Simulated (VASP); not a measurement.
OSZICAR of a VASP run on Ho (space group P6_3/mmc):

**OSZICAR**
```
       N       E                     dE             d eps       ncg     rms          rms(c)
DAV:   1     0.239325250957E+03    0.23933E+03   -0.11723E+04  3557   0.279E+03
DAV:   2     0.277635426831E+02   -0.21156E+03   -0.19987E+03  3312   0.312E+02
DAV:   3    -0.500342743995E+01   -0.32767E+02   -0.31029E+02  3692   0.107E+02
DAV:   4    -0.112979027785E+02   -0.62945E+01   -0.61604E+01  5405   0.385E+01
DAV:   5    -0.116162372017E+02   -0.31833E+00   -0.31729E+00  4512   0.109E+01    0.529E+01
DAV:   6    -0.316416003298E+02   -0.20025E+02   -0.81245E+01  3139   0.141E+02    0.117E+02
DAV:   7    -0.117790845487E+02    0.19863E+02   -0.40598E+01  3049   0.419E+01    0.382E+01
DAV:   8    -0.138487256390E+02   -0.20696E+01   -0.30465E+00  4941   0.193E+01    0.300E+01
DAV:   9    -0.131828583200E+02    0.66587E+00   -0.12510E+01  3199   0.288E+01    0.321E+01
DAV:  10    -0.128886377383E+02    0.29422E+00   -0.59574E-01  5135   0.793E+00    0.272E+01
DAV:  11    -0.129685020123E+02   -0.79864E-01   -0.15140E-01  4457   0.417E+00    0.267E+01
DAV:  12    -0.128130323988E+02    0.15547E+00   -0.19416E-01  3731   0.779E+00    0.161E+01
DAV:  13    -0.128504247848E+02   -0.37392E-01   -0.61771E-02  4487   0.350E+00    0.120E+01
DAV:  14    -0.128250066338E+02    0.25418E-01   -0.54070E-02  4423   0.375E+00    0.718E+00
DAV:  15    -0.128762248669E+02   -0.51218E-01   -0.29021E-02  4211   0.285E+00    0.580E+00
DAV:  16    -0.128781148212E+02   -0.18900E-02   -0.12630E-02  4636   0.172E+00    0.469E+00
DAV:  17    -0.128680125725E+02    0.10102E-01   -0.52199E-03  4289   0.132E+00    0.342E+00
DAV:  18    -0.128690576409E+02   -0.10451E-02   -0.14780E-03  4502   0.685E-01    0.280E+00
DAV:  19    -0.128672406534E+02    0.18170E-02   -0.10359E-03  4313   0.617E-01    0.170E+00
DAV:  20    -0.128663659802E+02    0.87467E-03   -0.10849E-03  4480   0.475E-01    0.828E-01
DAV:  21    -0.128662866369E+02    0.79343E-04   -0.50346E-04  5268   0.220E-01    0.447E-01
DAV:  22    -0.128662973113E+02   -0.10674E-04   -0.16883E-04  4294   0.564E-02    0.409E-01
DAV:  23    -0.128663005299E+02   -0.32186E-05   -0.15596E-05  3937   0.797E-02    0.247E-01
DAV:  24    -0.128663014113E+02   -0.88137E-06   -0.36281E-05  4059   0.146E-01    0.156E-01
DAV:  25    -0.128662953007E+02    0.61106E-05   -0.21352E-05  4433   0.781E-02    0.658E-02
DAV:  26    -0.128662962963E+02   -0.99553E-06   -0.86997E-06  4068   0.230E-02
   1 F= -.12866296E+02 E0= -.12777448E+02  d E =-.177696E+00  mag=     7.3378
```

**Question.** Which electronic solver shows in the log?

**Answer.** It is blocked Davidson (ALGO = Normal, or the opening steps of other solvers). The INCAR had ALGO = Normal.

**Question.** How was spin treated?

**Answer.** Collinear spin (ISPIN = 2): the summary line carries one mag value, 7.34 μB in the cell.

**Question.** Can the final energy be trusted as converged?

**Answer.** The run converged. It stopped with EDIFF = 1E-6, NELM = 100 (PBE GGA, plane waves, VASP's PBE PAW potentials (set 64)).

The structure is a typed Ho crystal. The cell was not relaxed at this level, and its volume differs by -5.9 % from the start's.
